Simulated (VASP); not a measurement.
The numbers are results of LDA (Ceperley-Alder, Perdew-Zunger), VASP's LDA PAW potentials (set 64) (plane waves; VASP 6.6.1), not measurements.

VASP ran on this input.

**KPOINTS**
```
Regular mesh
0
Gamma
16 16 16
```

### INCAR
```
# general
SYSTEM  = V
PREC    = Accurate
ENCUT   = 400
LREAL   = .FALSE.
LASPH   = .TRUE.

# electronic loop
EDIFF   = 1E-6
NELM    = 100
ALGO    = Normal
LMAXMIX = 4

# smearing
ISMEAR  = 1
SIGMA   = 0.1

# ions
IBRION  = 2
NSW     = 60
ISIF    = 3
EDIFFG  = -0.01

# output
LWAVE   = .FALSE.
LCHARG  = .FALSE.
```

File POSCAR:
```
V
1
   -1.4619611267     1.4619611267     1.4619611267
    1.4619611267    -1.4619611267     1.4619611267
    1.4619611267     1.4619611267    -1.4619611267
V
1
Direct
  1.0000000000   0.0000000000   1.0000000000
```

POTCAR, in this order: V_sv (LDA.64 set). Program: vasp_std.

The run wrote:

File OSZICAR:
```
       N       E                     dE             d eps       ncg     rms          rms(c)
DAV:   1     0.687934506851E+02    0.68793E+02   -0.64471E+03  2916   0.119E+03
DAV:   2    -0.100777952054E+02   -0.78871E+02   -0.77357E+02  2988   0.330E+02
DAV:   3    -0.112473047788E+02   -0.11695E+01   -0.11462E+01  3002   0.471E+01
DAV:   4    -0.112535113509E+02   -0.62066E-02   -0.62054E-02  2958   0.372E+00
DAV:   5    -0.112535773167E+02   -0.65966E-04   -0.65966E-04  2994   0.370E-01    0.206E+01
DAV:   6    -0.998433532981E+01    0.12692E+01   -0.48379E+00  2916   0.334E+01    0.270E+00
DAV:   7    -0.995695362036E+01    0.27382E-01   -0.23369E-02  2918   0.192E+00    0.130E+00
DAV:   8    -0.994650299446E+01    0.10451E-01   -0.84514E-03  2918   0.165E+00    0.935E-02
DAV:   9    -0.994651703502E+01   -0.14041E-04   -0.11137E-04  2910   0.176E-01    0.356E-02
DAV:  10    -0.994652897134E+01   -0.11936E-04   -0.59986E-06  2922   0.318E-02    0.196E-03
DAV:  11    -0.994652892448E+01    0.46857E-07   -0.24641E-07  1456   0.698E-03
   1 F= -.99465289E+01 E0= -.99467728E+01  d E =-.994653E+01
       N       E                     dE             d eps       ncg     rms          rms(c)
DAV:   1    -0.997020669898E+01   -0.23678E-01   -0.51060E-01  2900   0.128E+01    0.183E+00
DAV:   2    -0.994683554480E+01    0.23371E-01   -0.10128E-01  2906   0.482E+00    0.354E-01
DAV:   3    -0.994651600387E+01    0.31954E-03   -0.27853E-04  2900   0.216E-01    0.209E-01
DAV:   4    -0.994635822613E+01    0.15778E-03   -0.21860E-04  2904   0.174E-01    0.121E-02
DAV:   5    -0.994635891025E+01   -0.68412E-06   -0.28605E-06  2696   0.254E-02
   2 F= -.99463589E+01 E0= -.99466888E+01  d E =0.170014E-03
       N       E                     dE             d eps       ncg     rms          rms(c)
DAV:   1    -0.995493081838E+01   -0.85726E-02   -0.17843E-01  2900   0.760E+00    0.106E+00
DAV:   2    -0.994684537458E+01    0.80854E-02   -0.35203E-02  2904   0.281E+00    0.196E-01
DAV:   3    -0.994673263839E+01    0.11274E-03   -0.96086E-05  2900   0.122E-01    0.118E-01
DAV:   4    -0.994667696004E+01    0.55678E-04   -0.74702E-05  2904   0.102E-01    0.755E-03
DAV:   5    -0.994667717384E+01   -0.21380E-06   -0.10723E-06  1510   0.161E-02
   3 F= -.99466772E+01 E0= -.99469563E+01  d E =-.148249E-03
```

File OUTCAR:
```
------------------------ aborting loop because EDIFF is reached ----------------------------------------
  FORCE on cell =-STRESS in cart. coord.  units (eV):
  Direction    XX          YY          ZZ          XY          YZ          ZX
  --------------------------------------------------------------------------------------
  Total       -0.0024602     -0.0024602     -0.0024602      0.0000000      0.0000000      0.0000000
  in kB       -0.3167133     -0.3167133     -0.3167133      0.0000000      0.0000000      0.0000000
  external PRESSURE =      -0.3167133 kB  Pullay stress =       0.0000000 kB
  volume of cell :       12.45
      direct lattice vectors                 reciprocal lattice vectors
    -1.459885979  1.459885979  1.459885979     0.000000000  0.342492501  0.342492501
     1.459885979 -1.459885979  1.459885979     0.342492501  0.000000000  0.342492501
     1.459885979  1.459885979 -1.459885979     0.342492501  0.342492501  0.000000000
 POSITION                                       TOTAL-FORCE (eV/Angst)
 -----------------------------------------------------------------------------------
      0.00000      0.00000      0.00000         0.000000      0.000000     -0.000000
 -----------------------------------------------------------------------------------
    total drift:                                0.000000     -0.000000      0.000000
  FREE ENERGIE OF THE ION-ELECTRON SYSTEM (eV)
  ---------------------------------------------------
  free  energy   TOTEN  =        -9.9466771738 eV

  energy  without entropy=       -9.9475145580  energy(sigma->0) =       -9.94695630

 reached required accuracy - stopping structural energy minimisation
```
(Selected blocks of OUTCAR.)

**CONTCAR**
```
V
   1.00000000000000
    -1.4598859790099747    1.4598859790099747    1.4598859790099747
     1.4598859790099747   -1.4598859790099747    1.4598859790099747
     1.4598859790099747    1.4598859790099747   -1.4598859790099747
  V
     1
Direct
     0.0000000000000000    0.0000000000000000    0.0000000000000000
```

The compound is V in the bcc structure. This run relaxes it. Symmetry was kept, so distortions that lower it aren't found. The start is the result of an earlier pass. The run is not spin-polarised, so no magnetic state was tried.
